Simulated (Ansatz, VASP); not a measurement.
## BaBi2O6: VASP beside Ansatz

Contents of INCAR:

```
SYSTEM = BaBi2O6
PREC = Accurate
ENCUT = 600
EDIFF = 1E-6
ISMEAR = 0
SIGMA = 0.1
LREAL = .FALSE.
LASPH = .TRUE.
NELM = 100
ALGO = Normal
ISIF = 3
LWAVE = .FALSE.
LCHARG = .FALSE.
GGA = PE
IBRION = 2
NSW = 100
EDIFFG = -0.01
```

KPOINTS

```
regular mesh
0
G
  8 8 8
  0 0 0
```

Contents of POSCAR:

```
BaBi2O6
1.0
    0.0000000000      4.2528094441      4.2528094441
    4.2528094441      0.0000000000      4.2528094441
    4.2528094441      4.2528094441      0.0000000000
Ba Bi O
1 2 6
Direct
    0.0000000000      0.0000000000      0.0000000000
    0.7500000000      0.7500000000      0.7500000000
    0.2500000000      0.2500000000      0.2500000000
    0.5000000000      0.0000000000      0.0000000000
    0.0000000000      0.5000000000      0.5000000000
    0.0000000000      0.5000000000      0.0000000000
    0.5000000000      0.0000000000      0.5000000000
    0.0000000000      0.0000000000      0.5000000000
    0.5000000000      0.5000000000      0.0000000000
```

Input for Ansatz:

```yaml
crystal:
  lattice:
    - [0.0, 4.2528094441, 4.2528094441]
    - [4.2528094441, 0.0, 4.2528094441]
    - [4.2528094441, 4.2528094441, 0.0]
  atoms:
    - { symbol: Ba, position: [0.0, 0.0, 0.0] }
    - { symbol: Bi, position: [0.75, 0.75, 0.75] }
    - { symbol: Bi, position: [0.25, 0.25, 0.25] }
    - { symbol: O, position: [0.5, 0.0, 0.0] }
    - { symbol: O, position: [0.0, 0.5, 0.5] }
    - { symbol: O, position: [0.0, 0.5, 0.0] }
    - { symbol: O, position: [0.5, 0.0, 0.5] }
    - { symbol: O, position: [0.0, 0.0, 0.5] }
    - { symbol: O, position: [0.5, 0.5, 0.0] }
basis:
  ecutwfc: 420
kpoints:
  mp_grid: { grid: [8, 8, 8] }
hamiltonian:
  xc: pbe
scf:
  occupations: { method: gaussian, width: 0.1 }
output:
  forces: true
  stress: true
  eigenvalues: true
relax:
  adjacent_minimum: "off"
  f_tol: 0.01
  max_steps: 80
  cell: { stress_tol: 0.05 }
```

Change from the starting cell: ordered vacancies on the A sites of perovskite (Fm-3m, No. 225).

Alike in both runs: task relaxation of cell and atoms; functional PBE; k mesh 8 × 8 × 8; occupations gaussian, width 0.1 eV; no spin polarisation.

|  | VASP | Ansatz |
| --- | --- | --- |
| version | VASP 6.6.1 | Ansatz 0.2.0 |
| potentials or method | VASP PAW PBE potentials, release 64 (Ba_sv, Bi_d, O) | scalar-relativistic, plane waves, PAW |
| plane-wave cutoff (eV) | 600 | 420 |
| valence electrons in the cell | 76 | 76 |

```csv
,VASP,Ansatz,Ansatz less VASP
"gap on the k mesh at the Fermi level, each at its own relaxed structure (eV)",none,none,-
relaxed volume (Å³/atom),17.21,17.09,-0.115
relaxed cell length with the largest relative difference (Å),6.028,6.014,-0.0135
```

A gap of «none» marks a metal or a gap that the smearing closes.

Caveats: spin-orbit coupling is left out, which moves the levels of the heavy elements.
